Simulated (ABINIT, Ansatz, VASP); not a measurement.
**Code comparison for TiC (Fm-3m, 2 atoms in the cell)**

Self-consistent single point, at a second geometry (lattice scaled by 0.98). First geometry:

```yaml
crystal:
  lattice:
    - [0.00000, 2.17799, 2.17799]
    - [2.17799, 0.00000, 2.17799]
    - [2.17799, 2.17799, 0.00000]
  atoms:
    - { symbol: Ti, position: [0.00000, 0.00000, 0.00000] }
    - { symbol: C, position: [0.50000, 0.50000, 0.50000] }
```

Shared settings, as Ansatz (a quantum-chemistry and plane-wave program) writes them: kpoints.mp_grid.grid = 13 13 13; scf.occupations.method = gaussian; scf.occupations.width = 0.0147 Ry. Potentials and cutoffs stand in the table.

```
code                                                                       model  ΔF from the first geometry (meV/atom)  pressure (GPa)   cutoff
------  ------------------------------------------------------------------------  -------------------------------------  --------------  -------
ABINIT  PBE, norm-conserving pseudopotentials (PseudoDojo nc-sr-05 PBE standard)                                   14.8           12.31    84 Ry
Ansatz                                                    PBE, default PAW files                                   14.4           11.97  default
VASP                                     PBE, VASP's PBE PAW potentials (set 64)                                   16.7           10.57   400 eV
```

For VASP (by 2.1 GPa) the energy change implies a higher mean pressure, against the two pressures, than for the other programs: a sign of finite-basis (Pulay) stress.

On Ansatz's run: spin polarisation is off.

The spread over the programs that give each value: ΔF from the first geometry within 2.3 meV/atom; pressure within 1.74 GPa.

Ansatz's pressure is given at a fixed set of plane waves, as the other plane-wave codes print theirs; with its correction for the finite basis it is 12.26 GPa (the shift of 0.28 GPa shows how far the cutoff is from converged). In the pressure, VASP (by 1.41) lies more than 1 GPa from the median of the plane-wave programs.

VASP's run is marked for a possible Pulay error in its stress at this cutoff; no cutoff test was made.

The starting cell has typed, rounded lattice constants, without a prior relaxation at this level. Its lattice was rescaled by a random factor within 2.5 % of one. For this run, on top of that: lattice scaled by 0.98.

Left out of this page: Quantum ESPRESSO, GPAW, Elk, FLEUR and SIESTA (not drawn, or without a comparable value).

Keys are those of Ansatz 0.2.
